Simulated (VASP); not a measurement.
Wanted: the native input for a VASP 6.6.1 run.

| Quantity | Value |
| --- | --- |
| Task | band structure |
| Functional | r2SCAN |
| Dispersion | rVV10 |
| Potentials or basis | VASP PAW PBE potentials, release 64 (Fe) |
| Cutoff | 520 eV |
| k mesh | 18 × 18 × 18 |
| Occupations | methfessel-paxton, width 0.1 eV |
| Spin | collinear spin, ferromagnetic start |
| Starting moments | [4.0] μB |
| Further INCAR settings | ALGO = Normal; EDIFF = 1e-06; NBANDS = 14; AMIX = 0.2; BMIX = 0.0001 |

The structure of Fe lies in POSCAR:

```
Fe                                      
1.0
   -1.4266528690      1.4266528690      1.4266528690
    1.4266528690     -1.4266528690      1.4266528690
    1.4266528690      1.4266528690     -1.4266528690
  Fe            
     1
Direct
     0.0000000000000000    0.0000000000000000    0.0000000000000000
```

These files were run (other wordings do the same):

INCAR

```
ALGO = Normal
AMIX = 0.2
AMIX_MAG = 0.8
BMIX = 1E-4
BMIX_MAG = 1E-4
BPARAM = 11.95
CPARAM = 0.0093
EDIFF = 1E-6
ENCUT = 520
ICORELEVEL = 1
ISIF = 2
ISMEAR = 1
ISPIN = 2
IVDW_NL = 2
LASPH = True
LCHARG = False
LMAXMIX = 4
LMIXTAU = True
LORBIT = 11
LREAL = False
LUSE_VDW = True
LWAVE = False
MAGMOM = 4
METAGGA = R2SCAN
NBANDS = 14
NELM = 150
PREC = Accurate
SIGMA = 0.1
```

KPOINTS

```
k-points
0
Gamma
  18 18 18
```

KPOINTS_OPT

```
explicit points
64
Reciprocal
 0.0000000000  0.0000000000  0.0000000000 1
 0.0555555556 -0.0555555556  0.0555555556 1
 0.1111111111 -0.1111111111  0.1111111111 1
 0.1666666667 -0.1666666667  0.1666666667 1
 0.2222222222 -0.2222222222  0.2222222222 1
 0.2777777778 -0.2777777778  0.2777777778 1
 0.3333333333 -0.3333333333  0.3333333333 1
 0.3888888889 -0.3888888889  0.3888888889 1
 0.4444444444 -0.4444444444  0.4444444444 1
 0.5000000000 -0.5000000000  0.5000000000 1
 0.5000000000 -0.5000000000  0.5000000000 1
 0.4444444444 -0.4444444444  0.5000000000 1
 0.3888888889 -0.3888888889  0.5000000000 1
 0.3333333333 -0.3333333333  0.5000000000 1
 0.2777777778 -0.2777777778  0.5000000000 1
 0.2222222222 -0.2222222222  0.5000000000 1
 0.1666666667 -0.1666666667  0.5000000000 1
 0.1111111111 -0.1111111111  0.5000000000 1
 0.0555555556 -0.0555555556  0.5000000000 1
 0.0000000000  0.0000000000  0.5000000000 1
 0.0000000000  0.0000000000  0.5000000000 1
 0.0000000000  0.0000000000  0.4444444444 1
 0.0000000000  0.0000000000  0.3888888889 1
 0.0000000000  0.0000000000  0.3333333333 1
 0.0000000000  0.0000000000  0.2777777778 1
 0.0000000000  0.0000000000  0.2222222222 1
 0.0000000000  0.0000000000  0.1666666667 1
 0.0000000000  0.0000000000  0.1111111111 1
 0.0000000000  0.0000000000  0.0555555556 1
 0.0000000000  0.0000000000  0.0000000000 1
 0.0000000000  0.0000000000  0.0000000000 1
 0.0277777778  0.0277777778  0.0277777778 1
 0.0555555556  0.0555555556  0.0555555556 1
 0.0833333333  0.0833333333  0.0833333333 1
 0.1111111111  0.1111111111  0.1111111111 1
 0.1388888889  0.1388888889  0.1388888889 1
 0.1666666667  0.1666666667  0.1666666667 1
 0.1944444444  0.1944444444  0.1944444444 1
 0.2222222222  0.2222222222  0.2222222222 1
 0.2500000000  0.2500000000  0.2500000000 1
 0.2500000000  0.2500000000  0.2500000000 1
 0.2777777778  0.1666666667  0.2777777778 1
 0.3055555556  0.0833333333  0.3055555556 1
 0.3333333333  0.0000000000  0.3333333333 1
 0.3611111111 -0.0833333333  0.3611111111 1
 0.3888888889 -0.1666666667  0.3888888889 1
 0.4166666667 -0.2500000000  0.4166666667 1
 0.4444444444 -0.3333333333  0.4444444444 1
 0.4722222222 -0.4166666667  0.4722222222 1
 0.5000000000 -0.5000000000  0.5000000000 1
 0.2500000000  0.2500000000  0.2500000000 1
 0.2222222222  0.2222222222  0.2777777778 1
 0.1944444444  0.1944444444  0.3055555556 1
 0.1666666667  0.1666666667  0.3333333333 1
 0.1388888889  0.1388888889  0.3611111111 1
 0.1111111111  0.1111111111  0.3888888889 1
 0.0833333333  0.0833333333  0.4166666667 1
 0.0555555556  0.0555555556  0.4444444444 1
 0.0277777778  0.0277777778  0.4722222222 1
 0.0000000000  0.0000000000  0.5000000000 1
 0.0000000000  0.0000000000  0.0000000000 1
 0.5000000000 -0.5000000000  0.5000000000 1
 0.2500000000  0.2500000000  0.2500000000 1
 0.0000000000  0.0000000000  0.5000000000 1
```

Potentials or basis: VASP PAW PBE potentials, release 64 (Fe).

Run with:

```bash
$ cat potpaw_PBE.64/Fe/POTCAR > POTCAR
$ mpirun -np 1 vasp_std > vasp.out
```

It gave:

```
Pressure                                              : 0.2 GPa
Band gap along the path                               : none (metal or under the smearing width)
Net moment                                            : 2.62 μB per cell
Site moments                                          : Fe +2.69 μB
Valence electrons inside the program's atomic spheres : Fe 7.23
```

Caveat: the PAW data sets were made with another functional, which shifts forces and pressure a little.

It took 3.3 min on 1 thread of Intel(R) Xeon(R) Platinum 8488C (Sapphire Rapids), on a shared host, peak memory 0.22 GiB.
